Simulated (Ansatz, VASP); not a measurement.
**TiWCClO (Ti2CO2 MXene under W2CCl2 MXene, AB): VASP beside Ansatz**

One calculation is typed for both programs; each brings its own data sets. How far apart do they land? The cell is taken from a series of runs on this material, whose earlier steps may have relaxed, scaled, displaced or heated it; both programs get it as it stands.

Program: Ansatz 0.2.0. Level of theory: plane waves, with VASP 6.6.1 beside it; single point at PBE with D4. Results are calculated unless marked as measured.

## Step 1: Starting point

The cell holds 10 atoms: 2 O, 2 Ti, 2 C, 2 Cl and 2 W. Cell: a = 3.028 Å, b = 3.028 Å, c = 31.842 Å, α = 90.0°, β = 90.0°, γ = 120.0°. Vacuum lies along c.

## Step 2: VASP: single point, PBE with D4

With cell and atoms fixed, the geometry can't cause a difference; cores, projectors, grids and the points listed under the comparison can.

Lines of VASP's logs that name or quote its potential files are left out, and so is its time.

The input, INCAR:

```
SYSTEM = TiWCClO
PREC = Accurate
ENCUT = 520
EDIFF = 1E-06
NELM = 120
ISMEAR = -1
SIGMA = 0.02585
LREAL = .FALSE.
ALGO = Normal
GGA = PE
IVDW = 13
NBANDS = 45
LASPH = .TRUE.
LORBIT = 11
LWAVE = .FALSE.
LCHARG = .FALSE.
ISIF = 2
LDIPOL = .TRUE.
IDIPOL = 3
DIPOL = 0.5 0.5 0.482
LVHAR = .TRUE.
GGA_COMPAT = .FALSE.
NELMDL = -8
KPAR = 2
```

The input, POSCAR:

```
TiWCClO
1.0
    3.0275958596      0.0000000000      0.0000000000
   -1.5137979298      2.6219749268      0.0000000000
    0.0000000000      0.0000000000     31.8421423841
O Ti C Cl W
2 2 2 2 2
Direct
    0.3333333333      0.6666666667      0.2826442986
    0.6666666666      0.3333333334      0.4213074325
    0.6666666666      0.3333333334      0.3109819217
    0.3333333333      0.6666666667      0.3923965287
    1.0000000000      0.0000000000      0.3518934131
    0.3333333333      0.6666666667      0.6183875347
    0.6666666666      0.3333333334      0.5196905052
    1.0000000000      0.0000000000      0.7173557014
    1.0000000000      0.0000000000      0.5793973842
    0.6666666666      0.3333333334      0.6571501901
```

The input, KPOINTS:

```
Automatic mesh
0
Gamma
18 18 1
0 0 0
```

PAW data sets: O, Ti_sv, C, Cl and W (PBE family, release 64).

Launch:

```bash
mpirun -np 2 vasp_std
```

Numbers of over 12 decimals in the logs are rounded to 6 here.

The program printed:

```text
[banner, memory and clock lines left out]
running    2 mpi-ranks, on    1 nodes
 distrk:  each k-point on    1 cores,    2 groups
 distr:  one band on    1 cores,    1 groups

 POSCAR found type information on POSCAR O TiC ClW
 POSCAR found :  5 types and      10 ions
 LDA part: xc-table for (Slater+PW92), standard interpolation
 POSCAR, INCAR and KPOINTS ok, starting setup
 FFT: planning ... GRIDC
 FFT: planning ... GRID_SOFT
 FFT: planning ... GRID
 WAVECAR not read
 entering main loop
       N       E                     dE             d eps       ncg     rms          rms(c)
DAV:   1     0.761046891080E+03    0.76105E+03   -0.34006E+04  3634   0.146E+03
DAV:   2     0.150304775646E+02   -0.74602E+03   -0.71792E+03  3882   0.415E+02
DAV:   3    -0.944308933704E+02   -0.10946E+03   -0.10756E+03  4973   0.153E+02
DAV:   4    -0.103654986754E+03   -0.92241E+01   -0.91611E+01  5420   0.389E+01
DAV:   5    -0.104368580933E+03   -0.71359E+00   -0.71271E+00  4999   0.797E+00
DAV:   6    -0.104389908649E+03   -0.21328E-01   -0.21321E-01  4975   0.164E+00
DAV:   7    -0.104391135600E+03   -0.12270E-02   -0.12269E-02  5036   0.286E-01
DAV:   8    -0.104391149832E+03   -0.14232E-04   -0.14231E-04  5018   0.423E-02    0.494E+01
DAV:   9    -0.276140187790E+03   -0.17175E+03   -0.15108E+03  6140   0.963E+01    0.139E+02
DAV:  10    -0.751633790481E+02    0.20098E+03   -0.65771E+02  4724   0.607E+01    0.304E+01
DAV:  11    -0.336540958465E+03   -0.26138E+03   -0.34192E+03  6068   0.920E+01    0.838E+01
DAV:  12    -0.793103574151E+02    0.25723E+03   -0.11410E+03  4959   0.113E+02    0.298E+01
DAV:  13    -0.862120863800E+02   -0.69017E+01   -0.28865E+02  4409   0.572E+01    0.169E+01
DAV:  14    -0.871149931805E+02   -0.90291E+00   -0.36194E+01  4909   0.271E+01    0.121E+01
[...]
DAV:  62    -0.837613737938E+02   -0.54964E-04   -0.66216E-04  4559   0.943E-02    0.740E-02
DAV:  63    -0.837613840523E+02   -0.10259E-04   -0.72739E-05  4444   0.405E-02    0.794E-02
DAV:  64    -0.837612916617E+02    0.92391E-04   -0.54791E-05  4316   0.486E-02    0.867E-02
DAV:  65    -0.837612474276E+02    0.44234E-04   -0.71819E-05  4311   0.547E-02    0.542E-02
DAV:  66    -0.837612195338E+02    0.27894E-04   -0.73669E-05  4055   0.381E-02    0.245E-02
DAV:  67    -0.837612209950E+02   -0.14612E-05   -0.12600E-05  4020   0.155E-02    0.209E-02
DAV:  68    -0.837612071778E+02    0.13817E-04   -0.56400E-06  2984   0.163E-02    0.165E-02
DAV:  69    -0.837612064902E+02    0.68768E-06   -0.38726E-06  3140   0.102E-02
   1 F= -.86655298E+02 E0= -.86651930E+02  d E =-.673744E-02
```

OUTCAR, selected parts (step 2):

```text
ion  position               nearest neighbor table
   1  0.333  0.667  0.283-   3 1.97   3 1.97   3 1.97
   2  0.667  0.333  0.421-   4 1.98   4 1.98   4 1.98
   3  0.667  0.333  0.311-   1 1.97   1 1.97   1 1.97   5 2.18   5 2.18   5 2.18
   4  0.333  0.667  0.392-   2 1.98   2 1.98   2 1.98   5 2.17   5 2.17   5 2.17
   5  0.000  0.000  0.352-   4 2.17   4 2.17   4 2.17   3 2.18   3 2.18   3 2.18
   6  0.333  0.667  0.618-  10 2.14  10 2.14  10 2.14   9 2.14   9 2.14   9 2.14
   7  0.667  0.333  0.520-   9 2.58   9 2.58   9 2.58
   8  0.000  0.000  0.717-  10 2.59  10 2.59  10 2.59
   9  0.000  0.000  0.579-   6 2.14   6 2.14   6 2.14   7 2.58   7 2.58   7 2.58  10 3.03  10 3.03
                            10 3.03
  10  0.667  0.333  0.657-   6 2.14   6 2.14   6 2.14   8 2.59   8 2.59   8 2.59   9 3.03   9 3.03
                             9 3.03

  LATTYP: Found a hexagonal cell.
 ALAT       =     3.0275958596
 C/A-ratio  =    10.5173027910

 Subroutine GETGRP returns: Found  6 space group operations
 (whereof  6 operations were pure point group operations)

The static configuration has the point symmetry C_3v.

 Found     37 irreducible k-points:

   k-points           NKPTS =     37   k-points in BZ     NKDIM =     37   number of bands    NBANDS=     45

   dimension x,y,z NGX =    24 NGY =   24 NGZ =  240
   dimension x,y,z NGXF=    48 NGYF=   48 NGZF=  480

   ENCUT  =  520.0 eV  38.22 Ry    6.18 a.u.   5.63  5.63 59.21*2*pi/ulx,y,z

   NELECT =      70.0000    total number of electrons

 k-points in reciprocal lattice and weights: Automatic mesh
   0.00000000  0.00000000  0.00000000       0.003
   0.05555556  0.00000000  0.00000000       0.019
   0.11111111  0.00000000  0.00000000       0.019
   0.16666667 -0.00000000  0.00000000       0.019
   0.22222222 -0.00000000  0.00000000       0.019
   0.27777778  0.00000000  0.00000000       0.019
   0.33333333 -0.00000000  0.00000000       0.019
   0.38888889 -0.00000000  0.00000000       0.019
   0.44444444 -0.00000000  0.00000000       0.019
[...]
0.33333333  0.27777778  0.00000000       0.037
   0.33333333  0.33333333  0.00000000       0.006

 dipolmoment           0.000000      0.000000     -0.055460 electrons x Angstroem

 average (electrostatic) potential at core
       1 -74.7697       2 -74.7723       3 -80.6752       4 -80.6707       5 -52.6956
       6 -54.5573       7 -96.0309       8 -96.0223       9 -45.4528      10 -45.4295

 E-fermi :   1.3826

 k-point     1 :       0.0000    0.0000    0.0000
  band No.  band energies     occupation
    ...
     31      -0.3851      2.00000
     32      -0.3851      2.00000
     33      -0.0300      2.00000
     34       1.0373      2.00000
     35       1.0373      2.00000
     36       1.6301      0.00014
     37       1.6301      0.00014
     38       1.7114      0.00001
     39       1.7114      0.00001
     40       1.8113      0.00000
    ...

 k-point     2 :       0.0556    0.0000    0.0000
  band No.  band energies     occupation
    ...
     31      -0.4062      2.00000
     32      -0.2654      2.00000
     33       0.0300      2.00000
     34       0.6397      2.00000
     35       0.7792      2.00000
     36       1.4888      0.03235
     37       1.6149      0.00025
     38       1.8258      0.00000
     39       1.8771      0.00000
     40       1.9179      0.00000
    ...

 k-point     3 :       0.1111    0.0000    0.0000
  band No.  band energies     occupation
    ...
     32      -0.0873      2.00000
     33      -0.0238      2.00000
     34       0.1415      2.00000
     35       0.3765      2.00000
     36       1.2396      1.99212
     37       1.6232      0.00018
     38       1.8183      0.00000
     39       1.8703      0.00000
     40       2.1530      0.00000
     41       2.3063      0.00000
    ...

  DFT-D4 for vdW energy calculation

  Edisp (eV):   -2.89409

  Total      -0.21994    -0.21994    -0.03173     0.00000     0.00000     0.00000
  in kB      -1.39410    -1.39410    -0.20111     0.00000     0.00000     0.00000
  external pressure =       -1.00 kB  Pullay stress =        0.00 kB

  energy-cutoff  :      520.00
  volume of cell :      252.77
      direct lattice vectors                 reciprocal lattice vectors
     3.027595860  0.000000000  0.000000000     0.330295074  0.190695950  0.000000000
    -1.513797930  2.621974927  0.000000000     0.000000000  0.381391900  0.000000000
     0.000000000  0.000000000 31.842142384     0.000000000  0.000000000  0.031404922

 POSITION                                       TOTAL-FORCE (eV/Angst)
 -----------------------------------------------------------------------------------
     -0.00000      1.74798      9.00000         0.000000      0.000000     -0.042230
      1.51380      0.87399     13.41533         0.000000     -0.000000      0.040309
      1.51380      0.87399      9.90233        -0.000000     -0.000000      0.031073
     -0.00000      1.74798     12.49475        -0.000000      0.000000     -0.032461
      0.00000      0.00000     11.20504         0.000000     -0.000000     -0.002167
     -0.00000      1.74798     19.69078         0.000000     -0.000000     -0.001724
      1.51380      0.87399     16.54806         0.000000     -0.000000      0.046339
      0.00000      0.00000     22.84214         0.000000     -0.000000     -0.045759
      0.00000      0.00000     18.44925        -0.000000     -0.000000     -0.087223
      1.51380      0.87399     20.92507         0.000000     -0.000000      0.093841
 -----------------------------------------------------------------------------------
    total drift:                                0.000001     -0.000001     -0.000418

  FREE ENERGIE OF THE ION-ELECTRON SYSTEM (eV)
  ---------------------------------------------------
  free  energy   TOTEN  =       -86.6552984818 eV

  energy  without entropy=      -86.6485610425  energy(sigma->0) =      -86.65192976

 vacuum level on the upper side and lower side of the slab         5.637         6.903

 total charge
# of ion       s       p       d       tot
------------------------------------------
    1        1.578   3.454   0.000   5.032
    2        1.577   3.456   0.000   5.032
    3        2.205   6.267   1.846  10.319
    4        2.205   6.266   1.846  10.318
    5        0.888   1.538   0.000   2.426
    6        0.857   1.605   0.000   2.463
    7        1.618   3.486   0.000   5.104
    8        1.616   3.493   0.000   5.109
    9        0.526   0.640   4.291   5.457
   10        0.526   0.637   4.296   5.459
--------------------------------------------------
tot         13.597  30.842  12.280  56.719

[... 3 further parts left out ...]
```

This run has no spin polarisation, so a moment on Ti and W, if there is one, isn't seen.

(Part 1 of 2 ends here.)

[Lines on the potential files, build, host, timing and source positions are cut from VASP's logs without a mark.]

[Logs are printed without paths, hosts, clocks, repeated set-up lines and the standing remarks that a program may print on its own settings, such as how far it seeks lower states.]

[Hosts, paths, dates, database ids (printed as entryN), source tags and the programs' standing remarks are cut or masked in the printed files.]
